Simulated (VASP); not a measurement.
Output of a VASP run:

**OSZICAR**
```
       N       E                     dE             d eps       ncg     rms          rms(c)
DAV:   1     0.407519958865E+02    0.40752E+02   -0.48685E+03   846   0.950E+02
DAV:   2     0.205325109034E+00   -0.40547E+02   -0.40101E+02   939   0.170E+02
DAV:   3    -0.139374226744E+01   -0.15991E+01   -0.15665E+01  1166   0.285E+01
DAV:   4    -0.146299800976E+01   -0.69256E-01   -0.69221E-01  1248   0.538E+00
DAV:   5    -0.146438775032E+01   -0.13897E-02   -0.13894E-02  1315   0.526E-01    0.110E+01
DAV:   6    -0.146864414176E+01   -0.42564E-02   -0.90184E-03  1081   0.129E+00    0.621E+00
DAV:   7    -0.147213276378E+01   -0.34886E-02   -0.15927E-02   908   0.173E+00    0.359E-01
DAV:   8    -0.147221802163E+01   -0.85258E-04   -0.19654E-03  1279   0.330E-01    0.157E-01
DAV:   9    -0.147224316937E+01   -0.25148E-04   -0.62034E-05  1090   0.902E-02    0.351E-02
DAV:  10    -0.147226030885E+01   -0.17139E-04   -0.16007E-05  1047   0.379E-02    0.388E-02
DAV:  11    -0.147225926802E+01    0.10408E-05   -0.91408E-07  1152   0.101E-02    0.843E-03
DAV:  12    -0.147225859215E+01    0.67587E-06   -0.21873E-07  1165   0.338E-03    0.400E-03
DAV:  13    -0.147225870330E+01   -0.11115E-06   -0.89934E-09   544   0.115E-03    0.141E-04
DAV:  14    -0.147225869392E+01    0.93809E-08   -0.16833E-09   531   0.294E-04
   1 F= -.14722587E+01 E0= -.14715640E+01  d E =-.208407E-02
```

**OUTCAR**
```
------------------------ aborting loop because EDIFF is reached ----------------------------------------
  FORCE on cell =-STRESS in cart. coord.  units (eV):
  Direction    XX          YY          ZZ          XY          YZ          ZX
  --------------------------------------------------------------------------------------
  Total        0.2128265      0.2128265      0.2128265      0.0000000     -0.0000000     -0.0000000
  in kB        6.2709074      6.2709074      6.2709074      0.0000000     -0.0000000     -0.0000000
  external PRESSURE =       6.2709074 kB  Pullay stress =       0.0000000 kB
  volume of cell :       54.38
      direct lattice vectors                 reciprocal lattice vectors
     0.000000000  3.006943546  3.006943546    -0.166281805  0.166281805  0.166281805
     3.006943546  0.000000000  3.006943546     0.166281805 -0.166281805  0.166281805
     3.006943546  3.006943546  0.000000000     0.166281805  0.166281805 -0.166281805
 POSITION                                       TOTAL-FORCE (eV/Angst)
 -----------------------------------------------------------------------------------
      0.00000      0.00000      0.00000        -0.000000     -0.000000     -0.000000
 -----------------------------------------------------------------------------------
    total drift:                                0.000000      0.000000      0.000000
  FREE ENERGIE OF THE ION-ELECTRON SYSTEM (eV)
  ---------------------------------------------------
  free  energy   TOTEN  =        -1.4722586939 eV

  energy  without entropy=       -1.4701746230  energy(sigma->0) =       -1.47156400
```
(Selected blocks of OUTCAR.)

### POSCAR
```
Sr
1
    0.0000000000     3.0069435461     3.0069435461
    3.0069435461     0.0000000000     3.0069435461
    3.0069435461     3.0069435461     0.0000000000
Sr
1
Direct
  0.0000000000   0.0000000000   0.0000000000
```

Q: Write an INCAR and KPOINTS that could have produced this output.

A: Several could match; the one computed here: the input of the run itself, revPBE GGA, plane waves, VASP's PBE PAW potentials (set 64).

INCAR:
```
SIGMA = 0.1
LCHARG = .FALSE.
LASPH = .TRUE.   # aspherical one-centre terms
EDIFF = 1E-7
ISMEAR = 1
LWAVE = .FALSE.
LMAXMIX = 4   # l cut-off of mixed one-centre charges
SYSTEM = Sr
GGA = RE
ALGO = Normal   # blocked Davidson
LREAL = .FALSE.   # projection in real space or not
PREC = Accurate
ENCUT = 520   # plane-wave cut-off (eV)
NELM = 100   # most electronic steps
ISIF = 2   # forces and stress, cell fixed
```

**KPOINTS**
```
Automatic mesh
0
Gamma
10 10 10
0 0 0
```

POTCAR, in this order: Sr_sv (PBE.64 set). Program: vasp_std.

The compound is Sr in the fcc structure. This cell is one point of a volume scan, at 0.94 of the reference volume.
